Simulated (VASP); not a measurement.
```yaml
crystal:
  lattice:
    - [1.42677, 0.82375, 5.95797]
    - [-1.42677, 0.82375, 5.95797]
    - [0.00000, -1.64750, 5.95797]
  atoms:
    - { symbol: Pt, position: [0.00000, 0.00000, 0.00000] }
    - { symbol: Co, position: [0.50000, 0.50000, 0.50000] }
    - { symbol: O, position: [0.11223, 0.11223, 0.11223] }
    - { symbol: O, position: [0.88777, 0.88777, 0.88777] }
```

The numbers are results of PBE GGA, VASP's PBE PAW potentials (set 64) (plane waves; VASP), not measurements. Run with 500 eV cut-off, Gaussian smearing of 0.050 eV, potentials Pt Co O.

Give the energies of bands 5 to 18 at the high-symmetry points, in eV from the Fermi level.

```tsv
band	Γ	T	H2	L	S0	F
5	-6.06	-6.15	-6.48	-6.34	-6.84	-6.61
6	-6.06	-5.92	-6.40	-5.44	-6.26	-5.71
7	-4.14	-5.92	-5.28	-5.44	-5.47	-5.12
8	-2.93	-3.62	-5.27	-5.10	-5.09	-4.56
9	-2.93	-3.62	-2.96	-4.83	-2.88	-4.30
10	-2.75	-2.74	-2.56	-2.26	-2.64	-3.18
11	-2.75	-2.74	-2.49	-1.55	-2.47	-1.69
12	-1.60	-1.51	-1.95	-1.10	-1.95	-1.48
13	-1.60	-1.51	-1.21	-0.94	-1.21	-0.93
14	-1.29	-0.57	-1.00	-0.71	-1.00	-0.74
15	-1.29	-0.43	-0.67	0.27	-0.65	0.27
16	-1.18	-0.43	0.74	1.25	0.71	0.41
17	2.10	1.68	1.31	1.56	1.33	1.99
18	2.10	1.68	1.86	1.57	1.82	2.43
```

It has no gap at this level: it comes out as a metal or semimetal.

The structure was generated: CoPtO2 was put into the delafossite type (R-3m), which need not be its known phase. It was relaxed first, which changed the volume by -14 %. The run is not spin-polarised, so no magnetic state was tried. The electron count is odd and the run is not spin-polarised, which forces a metal.
